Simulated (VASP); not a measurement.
Input:

```
CELL_PARAMETERS angstrom
     10.12555     0.00000     0.00000
      0.00000    10.12555     0.00000
      0.00000     0.00000    10.12555
ATOMIC_POSITIONS crystal
  Hf 0.50000 0.00000 0.00000
  Hf 0.75000 0.25000 0.00000
  Hf 0.75000 0.00000 0.25000
  Hf 0.00000 0.00000 0.00000
  Hf 0.25000 0.25000 0.00000
  Hf 0.50000 0.50000 0.00000
  Hf 0.75000 0.75000 0.00000
  Hf 0.25000 0.00000 0.25000
  Hf 0.50000 0.25000 0.25000
  Hf 0.75000 0.50000 0.25000
  Hf 0.50000 0.00000 0.50000
  Hf 0.75000 0.25000 0.50000
  Hf 0.75000 0.00000 0.75000
  Hf 0.00000 0.50000 0.00000
  Hf 0.25000 0.75000 0.00000
  Hf 0.00000 0.25000 0.25000
  Hf 0.25000 0.50000 0.25000
  Hf 0.50000 0.75000 0.25000
  Hf 0.00000 0.00000 0.50000
  Hf 0.25000 0.25000 0.50000
  Hf 0.50000 0.50000 0.50000
  Hf 0.75000 0.75000 0.50000
  Hf 0.25000 0.00000 0.75000
  Hf 0.50000 0.25000 0.75000
  Hf 0.75000 0.50000 0.75000
  Hf 0.00000 0.75000 0.25000
  Hf 0.00000 0.50000 0.50000
  Hf 0.25000 0.75000 0.50000
  Hf 0.00000 0.25000 0.75000
  Hf 0.25000 0.50000 0.75000
  Hf 0.50000 0.75000 0.75000
  Hf 0.00000 0.75000 0.75000
  O  0.62500 0.12500 0.12500
  O  0.87500 0.37500 0.37500
  O  0.87500 0.37500 0.12500
  O  0.12500 0.62500 0.37500
  O  0.87500 0.12500 0.37500
  O  0.12500 0.37500 0.62500
  O  0.12500 0.12500 0.12500
  O  0.37500 0.37500 0.37500
  O  0.37500 0.37500 0.12500
  O  0.62500 0.62500 0.37500
  O  0.62500 0.62500 0.12500
  O  0.87500 0.87500 0.37500
  O  0.87500 0.87500 0.12500
  O  0.12500 0.12500 0.37500
  O  0.37500 0.12500 0.37500
  O  0.62500 0.37500 0.62500
  O  0.62500 0.37500 0.37500
  O  0.87500 0.62500 0.62500
  O  0.87500 0.62500 0.37500
  O  0.12500 0.87500 0.62500
  O  0.62500 0.12500 0.62500
  O  0.87500 0.37500 0.87500
  O  0.87500 0.37500 0.62500
  O  0.12500 0.62500 0.87500
  O  0.87500 0.12500 0.87500
  O  0.12500 0.37500 0.12500
  O  0.12500 0.62500 0.12500
  O  0.37500 0.87500 0.37500
  O  0.37500 0.87500 0.12500
  O  0.62500 0.12500 0.37500
  O  0.12500 0.37500 0.37500
  O  0.37500 0.62500 0.62500
  O  0.37500 0.62500 0.37500
  O  0.62500 0.87500 0.62500
  O  0.62500 0.87500 0.37500
  O  0.87500 0.12500 0.62500
  O  0.12500 0.12500 0.62500
  O  0.37500 0.37500 0.87500
  O  0.37500 0.37500 0.62500
  O  0.62500 0.62500 0.87500
  O  0.62500 0.62500 0.62500
  O  0.87500 0.87500 0.87500
  O  0.87500 0.87500 0.62500
  O  0.12500 0.12500 0.87500
  O  0.37500 0.12500 0.87500
  O  0.62500 0.37500 0.12500
  O  0.62500 0.37500 0.87500
  O  0.87500 0.62500 0.12500
  O  0.87500 0.62500 0.87500
  O  0.12500 0.87500 0.12500
  O  0.12500 0.87500 0.37500
  O  0.37500 0.12500 0.62500
  O  0.12500 0.62500 0.62500
  O  0.37500 0.87500 0.87500
  O  0.37500 0.87500 0.62500
  O  0.62500 0.12500 0.87500
  O  0.12500 0.37500 0.87500
  O  0.37500 0.62500 0.12500
  O  0.37500 0.62500 0.87500
  O  0.62500 0.87500 0.12500
  O  0.62500 0.87500 0.87500
  O  0.87500 0.12500 0.12500
  O  0.12500 0.87500 0.87500
  O  0.37500 0.12500 0.12500
```

All values below come from PBE GGA, VASP's PBE PAW potentials (set 64) (plane waves; VASP). Run with PREC = Normal, LREAL = Auto, EDIFF = 1E-5, 400 eV cut-off, 1×1×1 Γ-centred mesh, Gaussian smearing of 0.050 eV, potentials Hf O.

At this cut-off the stress carries a Pulay error, which pulls relaxed volumes low. The supercell is sampled at Γ alone, which is coarse: total energies, pressure and levels can be off, energies of defects by several tenths of an eV.

Q: Give the stress tensor in GPa (positive for a compressed cell).

A: 
```
-5.72   0.00   0.00
 0.00  -5.72   0.00
 0.00   0.00  -5.72
```
The pressure is its mean diagonal, -5.72 GPa.

The cell is a supercell, built from HfO2 (fluorite, the high-temperature cubic form, which is unstable at 0 K; the monoclinic form is the stable one).
